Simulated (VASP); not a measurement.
Input of a VASP 6.6.1 run:

INCAR

```
SYSTEM = Be4TeSe3
PREC = Normal ; ENCUT = 520
EDIFF = 1E-5 ; ISMEAR = 0
SIGMA = 0.05 ; LREAL = Auto
LASPH = .TRUE. ; NELM = 80
ALGO = Fast ; ISIF = 3
LWAVE = .FALSE. ; LCHARG = .FALSE.
GGA = PE ; IBRION = 2
NSW = 110 ; EDIFFG = -0.03
ISYM = 0 ; KPAR = 2
```

File KPOINTS:

```
Automatic mesh
0
G
  5 5 5
  0 0 0
```

File POSCAR:

```
Be4TeSe3
1.0
   -2.6796490000      2.6686636100      5.1923441500
    2.6360736700     -2.5529308100      5.1125868600
    2.6836161300      2.5568979400     -5.1344027600
Be Te Se
4 1 3
Direct
    0.3486777900      0.8738450000      0.9890574000
    0.8657068100      0.3449289000      0.9804720600
    0.6443829800      0.6261668800      0.5241387400
    0.1132086900      0.1198414900      0.4632723900
    0.4708666500      0.4701212600      0.9768519300
    0.7607306700      0.2893637800      0.5355728500
    0.2581212300      0.7781847600      0.5289871100
    0.9708697700      0.9729751600      0.9598267300
```

Potentials or basis: VASP PAW PBE potentials, release 64 (Be, Te, Se).

Command:

```sh
$ cat potpaw_PBE.64/Be/POTCAR potpaw_PBE.64/Te/POTCAR potpaw_PBE.64/Se/POTCAR > POTCAR
$ mpirun -np 2 vasp_std > vasp.out
```

Q: Predict the band gap on the k mesh.

A: 2.33 eV, direct.

Q: Estimate the relaxed volume.

A: 18.66 Å³/atom.

Q: What does it give for the relaxed cell?

A: a = 6.495 Å, b = 6.495 Å, c = 6.493 Å, α = 131.78°, β = 131.75°, γ = 70.61°.

Q: Estimate the space group after relaxing (to 0.05 Å).

A: I-42m (No. 121).

Forces in eV/Å, atoms in the order of the input:
```
Be   0.006 -0.004 -0.002
Be   0.010 -0.004 -0.003
Be   0.006  0.013 -0.005
Be   0.006  0.007 -0.002
Te  -0.007 -0.003 -0.006
Se  -0.007 -0.007  0.006
Se  -0.011 -0.008  0.007
Se  -0.003  0.006  0.005
```

Caveat: spin-orbit coupling is left out, which moves the levels of the heavy elements; an odd mesh through Γ misses points on the zone boundary, where band edges often lie.
